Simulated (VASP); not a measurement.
# Te3As4 (P-43m) in VASP: further runs

Runs on Te3As4. Level: PBE. Tasks: single point, relaxation of cell and atoms.

All numbers are computed with VASP 6.6.1; they aren't measurements. Logs are shortened: lines on timing, memory, paths and dates and some standing lists are left out, and cuts for length are marked.

### Step 1. The crystal as given

Symmetry: P-43m, No. 215, cubic system. The conventional cell has a = 5.813 Å, b = 5.813 Å, c = 5.813 Å, α = 90.00°, β = 90.00°, γ = 90.00°. Te (site symmetry -42m) has 4 As at 2.90 Å as nearest neighbours. As (site symmetry 3m) is surrounded by 3 As at 2.77 Å and 3 Te at 2.90 Å.

The cell was built by a generator and needn't be a form met in nature.

### Step 2. Single point, PBE (species swapped into the Sn3As4 type (P-43m, No. 215))

Input file INCAR:

```
PREC = Accurate ; ENCUT = 520
EDIFF = 1E-6 ; ISMEAR = 0
SIGMA = 0.1 ; LREAL = False
LASPH = True ; NELM = 100
ALGO = Normal ; ISIF = 2
LWAVE = False ; LCHARG = True
GGA = PE ; LELF = True
LVHAR = True ; NBANDS = 28
```

Input file KPOINTS:

```
Automatic mesh
0
Gamma
  6 6 6
```

Input file POSCAR:

```
Te3As4
1.0
    5.8072219284      0.0000000000      0.0000000000
    0.0000000000      5.8072219284      0.0000000000
    0.0000000000      0.0000000000      5.8072219284
Te As
3 4
Direct
    0.0000000000      0.0000000000      0.5000000000
    0.5000000000      0.0000000000      0.0000000000
    0.0000000000      0.5000000000      0.0000000000
    0.3322978846      0.6677021154      0.3322978846
    0.6677021154      0.3322978846      0.3322978846
    0.3322978846      0.3322978846      0.6677021154
    0.6677021154      0.6677021154      0.6677021154
```

Potentials or basis: VASP PAW PBE potentials, release 64 (Te, As).

On the command line:

```console
$ cat potpaw_PBE.64/Te/POTCAR potpaw_PBE.64/As/POTCAR > POTCAR
$ mpirun -np 1 vasp_std > vasp.out
```

OUTCAR:

```text
PREC = Accurate
   ENCUT = 520
   EDIFF = 1E-6
   ISMEAR = 0
   LREAL = False
   LASPH = True
   NELM = 100
   ISIF = 2
   GGA = PE

 ion  position               nearest neighbor table
   1  0.000  0.000  0.500-   4 2.90   5 2.90   6 2.90   7 2.90
   2  0.500  0.000  0.000-   4 2.90   5 2.90   6 2.90   7 2.90
   3  0.000  0.500  0.000-   4 2.90   5 2.90   6 2.90   7 2.90
   4  0.332  0.668  0.332-   5 2.75   6 2.75   7 2.75   1 2.90   2 2.90   3 2.90
   5  0.668  0.332  0.332-   4 2.75   6 2.75   7 2.75   1 2.90   2 2.90   3 2.90
   6  0.332  0.332  0.668-   4 2.75   5 2.75   7 2.75   1 2.90   2 2.90   3 2.90
   7  0.668  0.668  0.668-   4 2.75   5 2.75   6 2.75   1 2.90   2 2.90   3 2.90

  LATTYP: Found a simple cubic cell.
 ALAT       =     5.8072219284

  Lattice vectors:

 A1 = (   5.8072219284,   0.0000000000,   0.0000000000)
 A2 = (   0.0000000000,   5.8072219284,   0.0000000000)
 A3 = (   0.0000000000,   0.0000000000,   5.8072219284)

Analysis of symmetry for initial positions (statically):
=====================================================================
 Subroutine PRICEL returns:
 Original cell was already a primitive cell.

 Routine SETGRP: Setting up the symmetry group for a
 simple cubic supercell.

 Subroutine GETGRP returns: Found 24 space group operations
 (whereof 24 operations were pure point group operations)
 out of a pool of 48 trial point group operations.

The static configuration has the point symmetry T_d .

Analysis of symmetry for dynamics (positions and initial velocities):
=====================================================================
 Subroutine PRICEL returns:
 Original cell was already a primitive cell.

 Routine SETGRP: Setting up the symmetry group for a
 simple cubic supercell.

 Subroutine GETGRP returns: Found 24 space group operations
 (whereof 24 operations were pure point group operations)
 out of a pool of 48 trial point group operations.

The dynamic configuration has the point symmetry T_d .

 Subroutine INISYM returns: Found 24 space group operations
 (whereof 24 operations are pure point group operations),
 and found     1 'primitive' translations

----------------------------------------------------------------------------------------

                                     Primitive cell

  volume of cell :     195.8417

  direct lattice vectors                    reciprocal lattice vectors
     5.807221928  0.000000000  0.000000000     0.172199377  0.000000000  0.000000000
     0.000000000  5.807221928  0.000000000     0.000000000  0.172199377  0.000000000
     0.000000000  0.000000000  5.807221928     0.000000000  0.000000000  0.172199377

  length of vectors
     5.807221928  5.807221928  5.807221928     0.172199377  0.172199377  0.172199377

  position of ions in fractional coordinates (direct lattice)
     0.000000000  0.000000000  0.500000000
     0.500000000  0.000000000  0.000000000
     0.000000000  0.500000000  0.000000000
     0.332297885  0.667702115  0.332297885
     0.667702115  0.332297885  0.332297885
     0.332297885  0.332297885  0.667702115
     0.667702115  0.667702115  0.667702115

  ion indices of the primitive-cell ions
   primitive index   ion index
                 1           1
                 2           2
                 3           3
                 4           4
                 5           5
                 6           6
                 7           7

----------------------------------------------------------------------------------------

 KPOINTS: Automatic mesh

Automatic generation of k-mesh.
 Grid dimensions read from file:
 generate k-points for:    6    6    6

 Generating k-lattice:

  Cartesian coordinates                     Fractional coordinates (reciprocal lattice)
     0.028699896  0.000000000  0.000000000     0.166666667  0.000000000  0.000000000
     0.000000000  0.028699896  0.000000000     0.000000000  0.166666667  0.000000000
     0.000000000  0.000000000  0.028699896     0.000000000  0.000000000  0.166666667

  Length of vectors
     0.028699896  0.028699896  0.028699896

  Shift w.r.t. Gamma in fractional coordinates (k-lattice)
     0.000000000  0.000000000  0.000000000

 Subroutine IBZKPT returns following result:
 ===========================================

 Found     20 irreducible k-points:

 Following reciprocal coordinates:
            Coordinates               Weight
  0.000000  0.000000  0.000000      1.000000
  0.166667  0.000000  0.000000      6.000000
  0.333333  0.000000  0.000000      6.000000
  0.500000  0.000000  0.000000      3.000000
  0.166667  0.166667  0.000000     12.000000
  0.333333  0.166667  0.000000     24.000000
[... 12 lines left out ...]
  0.500000  0.500000  0.333333      6.000000
  0.500000  0.500000  0.500000      1.000000
   k-points           NKPTS =     20   k-points in BZ     NKDIM =     20   number of bands    NBANDS=     28
   number of dos      NEDOS =    301   number of ions     NIONS =      7
   total plane-waves  NPLWV = 110592
   dimension x,y,z NGX =    48 NGY =   48 NGZ =   48
   dimension x,y,z NGXF=    96 NGYF=   96 NGZF=   96
   ions per type =               3   4
   NGX,Y,Z   is equivalent  to a cutoff of  13.74, 13.74, 13.74 a.u.
   NGXF,Y,Z  is equivalent  to a cutoff of  27.48, 27.48, 27.48 a.u.
 SYSTEM =  unknown system
   PREC   = accura    normal or accurate (medium, high low for compatibility)
   ISTART =      0    job   : 0-new  1-cont  2-samecut
   ICHARG =      2    charge: 1-file 2-atom 10-const
   ISPIN  =      1    spin polarized calculation?
   LNONCOLLINEAR =      F non collinear calculations
   LSORBIT =      F    spin-orbit coupling
   LASPH  =      T    aspherical Exc in radial PAW
   ENCUT  =  520.0 eV  38.22 Ry    6.18 a.u.  10.80 10.80 10.80*2*pi/ulx,y,z
   NELM   =    100;   NELMIN=  2; NELMDL= -5     # of ELM steps
   EDIFF  = 0.1E-05   stopping-criterion for ELM
   LREAL  =      F    real-space projection
   EDIFFG = 0.1E-04   stopping-criterion for IOM
   NSW    =      0    number of steps for IOM
   IBRION =     -1    ionic relax: 0-MD 1-quasi-New 2-CG
   NFREE  =      0    steps in history (QN), initial steepest desc. (CG)
   ISIF   =      2    stress and relaxation
   ISYM   =      2    0-nonsym 1-usesym 2-fastsym
   POTIM  = 0.5000    time-step for ionic-motion
   TEBEG  =    0.0;   TEEND  =   0.0 temperature during run
   PSTRESS=    0.0 pullay stress
   NELECT =      38.0000    total number of electrons
   NUPDOWN=      -1.0000    fix difference up-down
   EMIN   =  10.00;   EMAX   =-10.00  energy-range for DOS
   EFERMI =   0.00;   METHOD = LEGACY
   ISMEAR =     0;   SIGMA  =   0.10  broadening in eV -4-tet -1-fermi 0-gaus
   EFERMI_NEDOS =   21; number of points for ismear=-14 and -15
   IALGO  =     38    algorithm
   IMIX   =      4    mixing-type and parameters
     AMIX     =   0.40;   BMIX     =  1.00
     AMIX_MAG =   1.60;   BMIX_MAG =  1.00
  volume/ion in A,a.u.               =      27.98       188.80
  Fermi-wavevector in a.u.,A,eV,Ry     =   0.947766  1.791017 12.221564  0.898260
  Thomas-Fermi vector in A             =   2.075890
   LORBIT       =      0    0 simple, 1 ext, 2 COOP (PROOUT), +10 PAW based schemes
   GGA     = PE    functional components
   LHFCALC =     F    Hartree Fock is set to
   AEXX    =    0.0000 exact exchange contribution
   IVDW    =     0    specifies the selected vdW correction
   LEPSILON=     F    determine dielectric tensor
   LRPA    =     F    only Hartree local field effects (RPA)
 non-spin polarized calculation
 Gauss-broadening in eV      SIGMA  =   0.10
  energy-cutoff  :      520.00
  volume of cell :      195.84
 maximum number of plane-waves:      5315
 NGX is ok and might be reduce to    48
   NGX = 21   NGY = 21   NGZ = 21

 number of electron      38.0000005 magnetization

 Free energy of the ion-electron system (eV)
  ---------------------------------------------------
  ext. energy  EPLUGINS =         0.00000000
  ---------------------------------------------------
  free energy    TOTEN  =       -26.51306861 eV

  energy without entropy =      -26.49168604  energy(sigma->0) =      -26.50237732

 E-fermi :   5.1612     XC(G=0):  -9.3076

 val. band max:        5.1491868402   @ k =   0.5000   0.5000   0.3333
 cond. band min:       5.1906625771   @ k =   0.3333   0.0000   0.0000
 fundamental gap:      0.0414757369
 Fermi energy:         5.1612079897

 k-point     1 :       0.0000    0.0000    0.0000
  band No.  band energies     occupation
      1      -8.9162      2.00000
      2      -5.8362      2.00000
      3      -5.8362      2.00000
      4      -5.4951      2.00000
      5      -5.2304      2.00000
      6      -5.2304      2.00000
[... 20 lines left out ...]
     27      10.2597      0.00000
     28      10.2597      0.00000

 k-point     2 :       0.1667    0.0000    0.0000
  band No.  band energies     occupation
      1      -8.8269      2.00000
      2      -6.4094      2.00000
      3      -5.8223      2.00000
      4      -5.6559      2.00000
      5      -5.2143      2.00000
      6      -5.2143      2.00000
[... 20 lines left out ...]
     27       9.7221      0.00000
     28       9.8950      0.00000

 k-point     3 :       0.3333    0.0000    0.0000
  band No.  band energies     occupation
      1      -8.5821      2.00000
      2      -7.1519      2.00000
      3      -5.7940      2.00000
      4      -5.6531      2.00000
      5      -5.1813      2.00000
      6      -5.1813      2.00000
[... 492 lines left out ...]
      3      -6.8445      2.00000
      4      -6.7749      2.00000
      5      -4.5922      2.00000
      6      -4.5603      2.00000
[... 20 lines left out ...]
     27       8.7439      0.00000
     28       8.7439      0.00000

 k-point    20 :       0.5000    0.5000    0.5000
  band No.  band energies     occupation
      1      -7.7722      2.00000
      2      -6.7822      2.00000
      3      -6.7822      2.00000
      4      -6.7822      2.00000
      5      -4.7193      2.00000
      6      -4.7193      2.00000
[... 20 lines left out ...]
     27       8.7042      0.00000
     28       8.7042      0.00000

------------------------ aborting loop because EDIFF is reached ----------------------------------------

  FORCE on cell =-STRESS in cart. coord.  units (eV):
  Direction    XX          YY          ZZ          XY          YZ          ZX
  --------------------------------------------------------------------------------------
  -------------------------------------------------------------------------------------
  Total       -0.0149807     -0.0149807     -0.0149807      0.0000000     -0.0000000      0.0000000
  in kB       -0.1225567     -0.1225567     -0.1225567      0.0000000     -0.0000000      0.0000000
  external PRESSURE =      -0.1225567 kB  Pullay stress =       0.0000000 kB

 VOLUME and BASIS-vectors are now :
 -----------------------------------------------------------------------------
  energy-cutoff  :      520.00
  volume of cell :      195.84
      direct lattice vectors                 reciprocal lattice vectors
     5.807221928  0.000000000  0.000000000     0.172199377  0.000000000  0.000000000
     0.000000000  5.807221928  0.000000000     0.000000000  0.172199377  0.000000000
     0.000000000  0.000000000  5.807221928     0.000000000  0.000000000  0.172199377

 POSITION                                       TOTAL-FORCE (eV/Angst)
 -----------------------------------------------------------------------------------
      0.00000      0.00000      2.90361         0.000000      0.000000      0.000000
      2.90361      0.00000      0.00000         0.000000      0.000000      0.000000
      0.00000      2.90361      0.00000         0.000000      0.000000      0.000000
      1.92973      3.87749      1.92973        -0.006430      0.006430     -0.006430
      3.87749      1.92973      1.92973         0.006430     -0.006430     -0.006430
      1.92973      1.92973      3.87749        -0.006430     -0.006430      0.006430
      3.87749      3.87749      3.87749         0.006430      0.006430      0.006430
 -----------------------------------------------------------------------------------
    total drift:                                0.000000      0.000000      0.000000

  FREE ENERGIE OF THE ION-ELECTRON SYSTEM (eV)
  ---------------------------------------------------
  free  energy   TOTEN  =       -26.5130686083 eV

  energy  without entropy=      -26.4916860399  energy(sigma->0) =      -26.50237732
```

Wall time 47 s (1 thread of Intel Xeon 6975P-C (Granite Rapids), shared host); peak memory 0.36 GiB.

What came out:

| Quantity | Value |
| --- | --- |
| Free energy | -26.5131 eV |
| Pressure | 0.0 GPa |
| Largest force | 0.011 eV/Å |
| Band gap on the k mesh | none (metal or under the smearing width) |

Forces in eV/Å, atoms in the order of the input:
```
Te   0.000  0.000  0.000
Te   0.000  0.000  0.000
Te   0.000  0.000  0.000
As  -0.006  0.006 -0.006
As   0.006 -0.006 -0.006
As  -0.006 -0.006  0.006
As   0.006  0.006  0.006
```

### Step 3. Relaxation of cell and atoms, PBE (species swapped into the Sn3As4 type (P-43m, No. 215))

Input file INCAR:

```
  PREC = Accurate
  ENCUT = 600
  EDIFF = 1E-7
  ISMEAR = 0
  SIGMA = 0.1
  LREAL = F
  LASPH = T
  NELM = 100
  ALGO = Fast
  ISIF = 3
  LWAVE = F
  LCHARG = F
  GGA = PE
  IBRION = 2
  NSW = 100
  EDIFFG = -0.01
```

Input file KPOINTS:

```
regular mesh
0
Gamma
  6 6 6
```

Input file POSCAR:

```
Te3As4
1.0
    5.8248694383      0.0000000000      0.0000000000
    0.0000000000      5.8248694383      0.0000000000
    0.0000000000      0.0000000000      5.8248694383
Te As
3 4
Direct
    0.0000000000      0.0000000000      0.5000000000
    0.5000000000      0.0000000000      0.0000000000
    0.0000000000      0.5000000000      0.0000000000
    0.3302648760      0.6697351240      0.3302648760
    0.6697351240      0.3302648760      0.3302648760
    0.3302648760      0.3302648760      0.6697351240
    0.6697351240      0.6697351240      0.6697351240
```

Potentials or basis: VASP PAW PBE potentials, release 64 (Te, As).

On the command line:

```console
$ cat potpaw_PBE.64/Te/POTCAR potpaw_PBE.64/As/POTCAR > POTCAR
$ mpirun -np 1 vasp_std > vasp.out
```

Run time: 3 min. Hardware: 1 thread of Intel Xeon 6975P-C (Granite Rapids), shared host; peak memory 0.4 GiB.

It converged, with:

```yaml
Free_energy: -26.5133 eV
Relaxed_volume: 27.96 Å³/atom
Relaxed_cell: a = 5.806 Å, b = 5.806 Å, c = 5.806 Å, α = 90.00°, β = 90.00°, γ = 90.00°
Space_group_after_relaxing_to_0.05_Å: P-43m (No. 215)
Energy_gained_by_relaxing: 1.5 meV/atom
Ionic_steps: 5
Pressure_after_relaxing: 0.0 GPa
Band_gap_on_the_k_mesh: none (metal or under the smearing width)
```

Forces in eV/Å, atoms in the order of the input:
```
Te   0.000  0.000  0.000
Te   0.000  0.000  0.000
Te   0.000  0.000  0.000
As  -0.001  0.001 -0.001
As   0.001 -0.001 -0.001
As  -0.001 -0.001  0.001
As   0.001  0.001  0.001
```

Step by step:
```
step  energy change (eV)  largest force (eV/Å)  pressure (GPa)  volume (Å³)
   1              0.0000                0.1907           -0.43       197.63
   2             -0.0079                0.1108            0.11       195.45
   3             -0.0082                0.0901            0.24       194.95
   4             -0.0102                0.0126            0.05       195.61
   5             -0.0103                0.0022            0.01       195.74
```

Final structure:
```cif
data_structure
_symmetry_space_group_name_H-M 'P 1'
_symmetry_Int_Tables_number 1
_cell_length_a 5.8062
_cell_length_b 5.8062
_cell_length_c 5.8062
_cell_angle_alpha 90.000
_cell_angle_beta 90.000
_cell_angle_gamma 90.000
_cell_volume 195.74
loop_
_atom_site_label
_atom_site_type_symbol
_atom_site_fract_x
_atom_site_fract_y
_atom_site_fract_z
_atom_site_occupancy
Te1 Te 0.00000 0.00000 0.50000 1
Te2 Te 0.50000 0.00000 0.00000 1
Te3 Te 0.00000 0.50000 0.00000 1
As1 As 0.33222 0.66778 0.33222 1
As2 As 0.66778 0.33222 0.33222 1
As3 As 0.33222 0.33222 0.66778 1
As4 As 0.66778 0.66778 0.66778 1
```

Levels at points of the mesh, in eV from the Fermi level:
| k point | band 16 | band 17 | band 18 | band 19 | band 20 | band 21 | band 22 | band 23 |
| --- | --- | --- | --- | --- | --- | --- | --- | --- |
| (0.00, 0.00, 0.00) | -2.17 | -2.17 | -2.17 | -2.17 | -0.37 | -0.37 | -0.37 | 2.51 |
| (0.50, 0.00, 0.00) | -1.84 | -1.36 | -1.25 | 0.10 | 1.36 | 1.36 | 1.62 | 1.67 |
| (0.50, 0.50, 0.00) | -1.42 | -1.08 | -0.76 | 0.63 | 0.63 | 1.30 | 1.58 | 1.89 |
| (0.50, 0.50, 0.50) | -1.86 | -1.73 | -1.73 | -1.73 | -1.41 | -0.08 | -0.08 | 3.08 |

### Step 4. Single point, PBE

Input file INCAR:

```
SYSTEM = Te3As4
ALGO = Fast ; EDIFF = 1E-7
ENCUT = 520 ; GGA = PE
ISIF = 2 ; ISMEAR = 0
LASPH = .TRUE. ; LCHARG = .FALSE.
LREAL = .FALSE. ; LWAVE = .FALSE.
NBANDS = 28 ; NELM = 100
PREC = Accurate ; SIGMA = 0.1
```

Input file KPOINTS:

```
k-points
0
G
  8 8 8
  0 0 0
```

Input file POSCAR:

```
Te3As4
1.0
    5.8126026068      0.0000000000      0.0000000000
    0.0000000000      5.8126026068      0.0000000000
    0.0000000000      0.0000000000      5.8126026068
Te As
3 4
Direct
    0.0000000000      0.0000000000      0.5000000000
    0.5000000000      0.0000000000      0.0000000000
    0.0000000000      0.5000000000      0.0000000000
    0.3316562423      0.6683437577      0.3316562423
    0.6683437577      0.3316562423      0.3316562423
    0.3316562423      0.3316562423      0.6683437577
    0.6683437577      0.6683437577      0.6683437577
```

On the command line:

```console
$ cat potpaw_PBE.64/Te/POTCAR potpaw_PBE.64/As/POTCAR > POTCAR
$ mpirun -np 1 vasp_std > vasp.out
```

Run time: 96 s. Hardware: 1 thread of Intel Xeon 6975P-C (Granite Rapids), shared host; peak memory 0.42 GiB.

The run converged. Its results:

* Free energy: -26.4602 eV
* Pressure: 0.0 GPa
* Largest force: 0.006 eV/Å
* Band gap on the k mesh: none (metal or under the smearing width)

Forces on the atoms (eV/Å):
```
Te   0.000  0.000  0.000
Te   0.000  0.000  0.000
Te   0.000  0.000  0.000
As  -0.003  0.003 -0.003
As   0.003 -0.003 -0.003
As  -0.003 -0.003  0.003
As   0.003  0.003  0.003
```

Levels at points of the mesh, in eV from the Fermi level:
| k point | band 16 | band 17 | band 18 | band 19 | band 20 | band 21 | band 22 | band 23 |
| --- | --- | --- | --- | --- | --- | --- | --- | --- |
| (0.00, 0.00, 0.00) | -2.06 | -2.06 | -2.04 | -2.04 | -0.28 | -0.28 | -0.28 | 2.58 |
| (0.50, 0.00, 0.00) | -1.76 | -1.22 | -1.16 | 0.19 | 1.47 | 1.47 | 1.74 | 1.76 |
| (0.50, 0.50, 0.00) | -1.30 | -1.01 | -0.65 | 0.73 | 0.73 | 1.42 | 1.67 | 2.00 |
| (0.50, 0.50, 0.50) | -1.75 | -1.59 | -1.59 | -1.59 | -1.28 | 0.01 | 0.01 | 3.17 |

### Step 5. Summary

| task | cell | k mesh | cutoff (eV) | gap on the mesh (eV) | pressure (GPa) | largest force (eV/Å) |
| --- | --- | --- | --- | --- | --- | --- |
| single point | species swapped into the Sn3As4 type (P-43m, No. 215) | 6 × 6 × 6 | 520 | none | 0.0 | 0.01 |
| relaxation of cell and atoms | relaxed from: species swapped into the Sn3As4 type (P-43m, No. 215) | 6 × 6 × 6 | 600 | none | 0.0 | - |
| single point | as given | 8 × 8 × 8 | 520 | none | 0.0 | 0.01 |

Alike in all rows: level PBE; potentials or basis VASP PAW PBE potentials, release 64 (Te, As); no spin polarisation; smearing gaussian 0.1 eV.

Total energies depend on the potentials used, so only differences within one code and one set of settings carry meaning.
